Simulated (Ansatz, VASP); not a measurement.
# Cross-check of Zn8Cu5 (Zn8Cu5 (I-43m)) between VASP and Ansatz, part 2 of 3

Wanted: the spread between two codes on one cell, functional and k mesh. Of the first pair: The structure shown is the start of the Ansatz relaxation below; VASP solves that cell, so the two are compared at the walk's first step.

VASP 6.6.1 and Ansatz 0.2.0.

So far: The structure; Ansatz: relaxation, r2SCAN.

### Step 3. VASP: single point, r2SCAN, start cell, pair 1

Level of this step: r2SCAN; plane waves and PAW (Zn, Cu) (VASP).

The same cell, functional, mesh and smearing now go to VASP, with its own data sets.

Lines of VASP's logs that name or quote its potential files are left out, and so is its time.

File INCAR:

```
SYSTEM = Zn8Cu5
PREC = Accurate
ENCUT = 580
EDIFF = 1E-06
NELM = 120
ISMEAR = -1
SIGMA = 0.05
LREAL = .FALSE.
ALGO = Normal
METAGGA = R2SCAN
LASPH = .TRUE.
NBANDS = 176
LORBIT = 11
LWAVE = .FALSE.
LCHARG = .FALSE.
ISIF = 2
GGA_COMPAT = .FALSE.
LMIXTAU = .TRUE.
KPAR = 4
```

File POSCAR:

```
Zn8Cu5
1.0
   -4.3722300000      4.3722300000      4.3722300000
    4.3722300000     -4.3722300000      4.3722300000
    4.3722300000      4.3722300000     -4.3722300000
Zn Cu
16 10
Direct
    0.2189745851      0.2189745851      0.2189745851
    0.7810258723      0.0000002287      0.0000002287
    0.0000002287      0.0000002287      0.7810258723
    0.0000002287      0.7810258723      0.0000002287
    0.3481954861      0.6269737068      0.3481954861
    0.2787784494      0.0000002287      0.6518049714
    0.6518049714      0.0000002287      0.2787784494
    0.2787784494      0.6518049714      0.0000002287
    0.7212220080      0.7212220080      0.3730267506
    0.3730267506      0.7212220080      0.7212220080
    0.0000002287      0.6518049714      0.2787784494
    0.0000002287      0.2787784494      0.6518049714
    0.6518049714      0.2787784494      0.0000002287
    0.3481954861      0.3481954861      0.6269737068
    0.6269737068      0.3481954861      0.3481954861
    0.7212220080      0.3730267506      0.7212220080
    0.6552723096      0.6552723096      0.6552723096
    0.0000002287      0.0000002287      0.3447281478
    0.3447281478      0.0000002287      0.0000002287
    0.0000002287      0.3447281478      0.0000002287
    0.0000002287      0.6442651118      0.6442651118
    0.6442651118      0.0000002287      0.6442651118
    0.3557353456      0.0000002287      0.3557353456
    0.0000002287      0.3557353456      0.3557353456
    0.3557353456      0.3557353456      0.0000002287
    0.6442651118      0.6442651118      0.0000002287
```

File KPOINTS:

```
Automatic mesh
0
Gamma
6 6 6
0 0 0
```

The projector-augmented-wave data sets are Zn and Cu (PBE family, release 64).

Run with:

```bash
mpirun -np 4 vasp_std
```

Numbers of over 12 decimals in the logs are rounded to 6 here.

Log:

```text
[banner, memory and clock lines left out]
running    4 mpi-ranks, on    1 nodes
 distrk:  each k-point on    1 cores,    4 groups
 distr:  one band on    1 cores,    1 groups

 POSCAR found type information on POSCAR ZnCu
 POSCAR found :  2 types and      26 ions
|                                                                             |
|               ----> ADVICE to this user running VASP <----                  |
|                                                                             |
|     You have a (more or less) 'large supercell' and for larger cells it     |
|     might be more efficient to use real-space projection operators.         |
|     Therefore, try LREAL= Auto in the INCAR file.                           |
|     Mind: For very accurate calculation, you might also keep the            |
|     reciprocal projection scheme (i.e. LREAL=.FALSE.).                      |
|                                                                             |

|                                                                             |
|               ----> ADVICE to this user running VASP <----                  |
|                                                                             |
|     You enforced a specific xc type in the INCAR file but a different       |
|     [... a line on the potential file left out ...]
|     I HOPE YOU KNOW WHAT YOU ARE DOING!                                     |
|                                                                             |

 LDA part: xc-table for (None), standard interpolation
 POSCAR, INCAR and KPOINTS ok, starting setup
 FFT: planning ... GRIDC
 FFT: planning ... GRID_SOFT
 FFT: planning ... GRID
 WAVECAR not read
 entering main loop
       N       E                     dE             d eps       ncg     rms          rms(c)
DAV:   1     0.319246489401E+04    0.31925E+04   -0.14106E+05  5632   0.325E+03
DAV:   2     0.403948507332E+03   -0.27885E+04   -0.27012E+04  5632   0.780E+02
DAV:   3    -0.257122413770E+03   -0.66107E+03   -0.63105E+03  5632   0.318E+02
DAV:   4    -0.303282690387E+03   -0.46160E+02   -0.44819E+02  6384   0.102E+02
DAV:   5    -0.304333223675E+03   -0.10505E+01   -0.10422E+01  6616   0.160E+01    0.335E+01
DAV:   6    -0.276210638130E+03    0.28123E+02   -0.20223E+02  7392   0.135E+02    0.221E+01
DAV:   7    -0.252772578600E+03    0.23438E+02   -0.45592E+01  6560   0.130E+02    0.116E+01
DAV:   8    -0.253195166209E+03   -0.42259E+00   -0.87995E+00  7304   0.193E+01    0.692E+00
DAV:   9    -0.252679544368E+03    0.51562E+00   -0.15906E+00  7872   0.198E+01    0.316E+00
DAV:  10    -0.253401960088E+03   -0.72242E+00   -0.61478E-01  7768   0.153E+01    0.777E-01
DAV:  11    -0.253729574729E+03   -0.32761E+00   -0.17000E-01  6840   0.237E+00    0.481E-01
DAV:  12    -0.253754234822E+03   -0.24660E-01   -0.32495E-02  6376   0.146E+00    0.267E-01
DAV:  13    -0.253772111691E+03   -0.17877E-01   -0.15881E-02  6504   0.899E-01    0.114E-01
DAV:  14    -0.253769535271E+03    0.25764E-02   -0.60812E-03  7264   0.580E-01    0.110E-01
[...]
DAV:  18    -0.253773939978E+03   -0.44401E-05   -0.50965E-05  7744   0.764E-02    0.171E-02
DAV:  19    -0.253773927357E+03    0.12621E-04   -0.12354E-05  5472   0.341E-02    0.681E-03
DAV:  20    -0.253773940605E+03   -0.13249E-04   -0.10823E-05  6888   0.270E-02    0.553E-03
DAV:  21    -0.253773942180E+03   -0.15753E-05   -0.39196E-06  4592   0.120E-02    0.261E-03
DAV:  22    -0.253773940269E+03    0.19118E-05   -0.47005E-07  3152   0.455E-03    0.914E-04
DAV:  23    -0.253773945747E+03   -0.54787E-05   -0.82143E-08  3144   0.254E-03    0.876E-04
DAV:  24    -0.253773947759E+03   -0.20113E-05   -0.32669E-07  3128   0.378E-03    0.432E-04
DAV:  25    -0.253773947705E+03    0.53369E-07   -0.62394E-08  3120   0.216E-03
   1 F= -.25377395E+03 E0= -.25375214E+03  d E =-.436142E-01
```

Parts of OUTCAR (step 3):

```text
ion  position               nearest neighbor table
   1  0.219  0.219  0.219-  23 2.54  24 2.54  25 2.54  18 2.58  19 2.58  20 2.58   5 2.61  14 2.61
                            15 2.61   2 2.71   3 2.71   4 2.71
   2  0.781  0.000  0.000-  22 2.54  24 2.54  26 2.54  20 2.58  18 2.58  17 2.58  13 2.61   7 2.61
                            10 2.61   1 2.71   4 2.71   3 2.71
   3  0.000  0.000  0.781-  21 2.54  22 2.54  25 2.54  20 2.58  19 2.58  17 2.58   6 2.61  12 2.61
                             9 2.61   1 2.71   4 2.71   2 2.71
   4  0.000  0.781  0.000-  21 2.54  23 2.54  26 2.54  19 2.58  18 2.58  17 2.58   8 2.61  11 2.61
                            16 2.61   1 2.71   3 2.71   2 2.71
   5  0.348  0.627  0.348-  22 2.50  20 2.51  17 2.57  10 2.60   9 2.60  11 2.60   8 2.60   1 2.61
                            24 2.78  25 2.78  23 2.79
   6  0.279  0.000  0.652-  23 2.50  19 2.51  18 2.57  10 2.60  13 2.60  11 2.60  14 2.60   3 2.61
                            21 2.78  25 2.78  22 2.79
   7  0.652  0.000  0.279-  23 2.50  18 2.51  19 2.57   9 2.60  12 2.60   8 2.60  15 2.60   2 2.61
                            24 2.78  26 2.78  22 2.79
   8  0.279  0.652  0.000-  25 2.50  19 2.51  20 2.57  10 2.60  12 2.60   7 2.60   5 2.60   4 2.61
                            23 2.78  21 2.78  26 2.79
   9  0.721  0.721  0.373-  26 2.50  17 2.51  18 2.57  11 2.60   7 2.60  15 2.60   5 2.60   3 2.61
                            22 2.78  21 2.78  25 2.79
  10  0.373  0.721  0.721-  21 2.50  17 2.51  19 2.57   8 2.60   6 2.60  14 2.60   5 2.60   2 2.61
                            22 2.78  26 2.78  24 2.79
  11  0.000  0.652  0.279-  24 2.50  18 2.51  20 2.57   9 2.60  13 2.60   6 2.60   5 2.60   4 2.61
                            23 2.78  26 2.78  21 2.79
  12  0.000  0.279  0.652-  24 2.50  20 2.51  18 2.57  16 2.60   7 2.60   8 2.60  14 2.60   3 2.61
                            22 2.78  25 2.78  21 2.79
  13  0.652  0.279  0.000-  25 2.50  20 2.51  19 2.57  16 2.60   6 2.60  11 2.60  15 2.60   2 2.61
                            24 2.78  22 2.78  26 2.79
  14  0.348  0.348  0.627-  26 2.50  18 2.51  17 2.57  16 2.60  10 2.60   6 2.60  12 2.60   1 2.61
                            24 2.78  23 2.78  25 2.79
  15  0.627  0.348  0.348-  21 2.50  19 2.51  17 2.57  16 2.60   9 2.60   7 2.60  13 2.60   1 2.61
                            23 2.78  25 2.78  24 2.79
  16  0.721  0.373  0.721-  22 2.50  17 2.51  20 2.57  13 2.60  12 2.60  15 2.60  14 2.60   4 2.61
                            21 2.78  26 2.78  23 2.79
  17  0.655  0.655  0.655-   9 2.51  10 2.51  16 2.51  14 2.57  15 2.57   5 2.57   2 2.58   3 2.58
                             4 2.58  21 2.67  22 2.67  26 2.67
  18  0.000  0.000  0.345-   7 2.51  11 2.51  14 2.51   9 2.57  12 2.57   6 2.57   1 2.58   2 2.58
                             4 2.58  23 2.67  24 2.67  26 2.67
  19  0.345  0.000  0.000-   6 2.51   8 2.51  15 2.51  10 2.57  13 2.57   7 2.57   1 2.58   3 2.58
                             4 2.58  21 2.67  23 2.67  25 2.67
  20  0.000  0.345  0.000-  12 2.51  13 2.51   5 2.51  16 2.57  11 2.57   8 2.57   1 2.58   2 2.58
                             3 2.58  22 2.67  24 2.67  25 2.67
  21  0.000  0.644  0.644-  10 2.50  15 2.50  24 2.52   4 2.54   3 2.54  19 2.67  17 2.67   8 2.78
                             6 2.78  16 2.78   9 2.78  12 2.79  11 2.79
  22  0.644  0.000  0.644-  16 2.50   5 2.50  23 2.52   3 2.54   2 2.54  20 2.67  17 2.67  12 2.78
                            13 2.78   9 2.78  10 2.78   6 2.79   7 2.79
  23  0.356  0.000  0.356-   6 2.50   7 2.50  22 2.52   4 2.54   1 2.54  19 2.67  18 2.67  11 2.78
                             8 2.78  15 2.78  14 2.78  16 2.79   5 2.79
  24  0.000  0.356  0.356-  11 2.50  12 2.50  21 2.52   2 2.54   1 2.54  20 2.67  18 2.67  13 2.78
                             7 2.78  14 2.78   5 2.78  10 2.79  15 2.79
  25  0.356  0.356  0.000-   8 2.50  13 2.50  26 2.52   3 2.54   1 2.54  20 2.67  19 2.67   6 2.78
                            12 2.78  15 2.78   5 2.78   9 2.79  14 2.79
  26  0.644  0.644  0.000-   9 2.50  14 2.50  25 2.52   4 2.54   2 2.54  18 2.67  17 2.67   7 2.78
                            11 2.78  16 2.78  10 2.78  13 2.79   8 2.79

  LATTYP: Found a body centered cubic cell.
 ALAT       =     8.7444600000

 Subroutine GETGRP returns: Found 24 space group operations
 (whereof 24 operations were pure point group operations)

The static configuration has the point symmetry T_d .

 Found     16 irreducible k-points:

   k-points           NKPTS =     16   k-points in BZ     NKDIM =     16   number of bands    NBANDS=    176

   dimension x,y,z NGX =    60 NGY =   60 NGZ =   60
   dimension x,y,z NGXF=   120 NGYF=  120 NGZF=  120

   ENCUT  =  580.0 eV  42.63 Ry    6.53 a.u.  14.87 14.87 14.87*2*pi/ulx,y,z

   NELECT =     302.0000    total number of electrons

 k-points in reciprocal lattice and weights: Automatic mesh
   0.00000000  0.00000000  0.00000000       0.005
   0.16666667  0.00000000  0.00000000       0.056
   0.33333333  0.00000000  0.00000000       0.056
   0.50000000  0.00000000  0.00000000       0.028
   0.16666667  0.16666667  0.00000000       0.111
   0.33333333  0.16666667  0.00000000       0.222
   0.33333333  0.33333333  0.00000000       0.037
   0.16666667  0.16666667  0.16666667       0.037
   0.33333333  0.16666667  0.16666667       0.056
[...]
0.50000000  0.50000000  0.33333333       0.056
   0.50000000  0.50000000  0.50000000       0.005

 average (electrostatic) potential at core
       1 -40.3229       2 -40.3229       3 -40.3229       4 -40.3229       5 -40.3043
       6 -40.3043       7 -40.3043       8 -40.3043       9 -40.3043      10 -40.3043
      11 -40.3043      12 -40.3043      13 -40.3043      14 -40.3043      15 -40.3043
      16 -40.3043      17 -72.3798      18 -72.3798      19 -72.3798      20 -72.3798
      21 -72.1546      22 -72.1546      23 -72.1546      24 -72.1546      25 -72.1546
      26 -72.1546

 E-fermi :   5.0596

 k-point     1 :       0.0000    0.0000    0.0000
  band No.  band energies     occupation
    ...
    145       3.8066      2.00000
    146       3.9330      2.00000
    147       3.9521      2.00000
    148       3.9521      2.00000
    149       3.9521      2.00000
    150       6.9662      0.00000
    151       6.9662      0.00000
    152       6.9662      0.00000
    153       7.4372      0.00000
    154       7.4372      0.00000
    ...

 k-point     2 :       0.1667    0.0000    0.0000
  band No.  band energies     occupation
    ...
    145       3.0656      2.00000
    146       3.9152      2.00000
    147       4.0047      2.00000
    148       4.8334      1.97853
    149       4.8669      1.95850
    150       5.8846      0.00000
    151       6.0547      0.00000
    152       6.2764      0.00000
    153       6.3398      0.00000
    154       6.6360      0.00000
    ...

 k-point     3 :       0.3333    0.0000    0.0000
  band No.  band energies     occupation
    ...
    147       4.0805      2.00000
    148       4.1982      2.00000
    149       4.2959      2.00000
    150       4.4885      1.99998
    151       4.5310      1.99995
    152       5.9769      0.00000
    153       6.0653      0.00000
    154       6.2415      0.00000
    155       6.6220      0.00000
    156       6.7075      0.00000
    ...

  Total        0.2826790      0.2826790      0.2826790     -0.0000000      0.0000000     -0.0000000
  in kB        1.3546750      1.3546750      1.3546750     -0.0000000      0.0000000     -0.0000000
  external PRESSURE =       1.3546750 kB  Pullay stress =       0.0000000 kB

  energy-cutoff  :      580.00
  volume of cell :      334.33
      direct lattice vectors                 reciprocal lattice vectors
    -4.372230000  4.372230000  4.372230000     0.000000000  0.114358119  0.114358119
     4.372230000 -4.372230000  4.372230000     0.114358119  0.000000000  0.114358119
     4.372230000  4.372230000 -4.372230000     0.114358119  0.114358119  0.000000000

 POSITION                                       TOTAL-FORCE (eV/Angst)
 -----------------------------------------------------------------------------------
      0.95741      0.95741      0.95741        -0.015757     -0.015757     -0.015757
     -3.41482      3.41482      3.41482        -0.015757      0.015757      0.015757
      3.41482      3.41482     -3.41482         0.015757      0.015757     -0.015757
      3.41482     -3.41482      3.41482         0.015757     -0.015757      0.015757
      2.74127      0.30351      2.74127        -0.001793     -0.010632     -0.001793
      1.63096      4.06872     -1.63096         0.001793      0.010632     -0.001793
     -1.63096      4.06872      1.63096        -0.001793      0.010632      0.001793
      1.63096     -1.63096      4.06872         0.001793     -0.001793      0.010632
      1.63096      1.63096      4.67574         0.001793      0.001793     -0.010632
      4.67574      1.63096      1.63096        -0.010632      0.001793      0.001793
      4.06872     -1.63096      1.63096         0.010632     -0.001793      0.001793
      4.06872      1.63096     -1.63096         0.010632      0.001793     -0.001793
     -1.63096      1.63096      4.06872        -0.001793      0.001793      0.010632
      2.74127      2.74127      0.30351        -0.001793     -0.001793     -0.010632
      0.30351      2.74127      2.74127        -0.010632     -0.001793     -0.001793
      1.63096      4.67574      1.63096         0.001793     -0.010632      0.001793
      2.86500      2.86500      2.86500         0.004265      0.004265      0.004265
      1.50723      1.50723     -1.50723        -0.004265     -0.004265      0.004265
     -1.50723      1.50723      1.50723         0.004265     -0.004265     -0.004265
      1.50723     -1.50723      1.50723        -0.004265      0.004265     -0.004265
      5.63375      0.00000      0.00000        -0.009145     -0.000000      0.000000
      0.00000      5.63375      0.00000         0.000000     -0.009145      0.000000
      0.00000      3.11071      0.00000         0.000000      0.009145      0.000000
      3.11071      0.00000      0.00000         0.009145      0.000000      0.000000
      0.00000      0.00000      3.11071         0.000000     -0.000000      0.009145
      0.00000      0.00000      5.63375         0.000000     -0.000000     -0.009145
 -----------------------------------------------------------------------------------
    total drift:                               -0.002647     -0.002647     -0.002650

  FREE ENERGIE OF THE ION-ELECTRON SYSTEM (eV)
  ---------------------------------------------------
  free  energy   TOTEN  =      -253.7739477052 eV

  energy  without entropy=     -253.7303335489  energy(sigma->0) =     -253.75214063

 total charge
# of ion       s       p       d       tot
------------------------------------------
    1        0.595   0.555   9.750  10.899
    2        0.595   0.555   9.750  10.899
    3        0.595   0.555   9.750  10.899
    4        0.595   0.555   9.750  10.899
    5        0.587   0.531   9.743  10.860
    6        0.587   0.531   9.743  10.860
    7        0.587   0.531   9.743  10.860
    8        0.587   0.531   9.743  10.860
    9        0.587   0.531   9.743  10.860
   10        0.587   0.531   9.743  10.860
   11        0.587   0.531   9.743  10.860
   12        0.587   0.531   9.743  10.860
   13        0.587   0.531   9.743  10.860
   14        0.587   0.531   9.743  10.860
   15        0.587   0.531   9.743  10.860
   16        0.587   0.531   9.743  10.860
   17        0.437   0.483   9.169  10.089
   18        0.437   0.483   9.169  10.089
   19        0.437   0.483   9.169  10.089
   20        0.437   0.483   9.169  10.089
   21        0.425   0.430   9.179  10.035
   22        0.425   0.430   9.179  10.035
   23        0.425   0.430   9.179  10.035
   24        0.425   0.430   9.179  10.035
   25        0.425   0.430   9.179  10.035
   26        0.425   0.430   9.179  10.035
--------------------------------------------------
tot         13.717  13.101 247.663 274.481

[... 3 further parts left out ...]
```

The run ends at a pressure of 0.14 GPa, with forces up to 0.027 eV/Å.

### Step 4. Differences

Known differences besides the potentials themselves: VASP keeps PBE cores, Ansatz makes them for the functional; the data sets hold 382 valence electrons in Ansatz (on its PAW soft_1 files) and 302 in VASP; the cutoff is 500 eV in Ansatz and 580 eV in VASP. Total energies have different zeros and are not compared.

At this near-relaxed geometry the largest component of a force difference is 10 meV/Å.

[end of part 2 of 3]

[Lines on the potential files, build, host, timing and source positions are cut from VASP's logs without a mark.]

[Logs are printed without paths, hosts, clocks, repeated set-up lines and the standing remarks that a program may print on its own settings, such as how far it seeks lower states.]

[Hosts, paths, dates, database ids (printed as entryN), source tags and the programs' standing remarks are cut or masked in the printed files.]
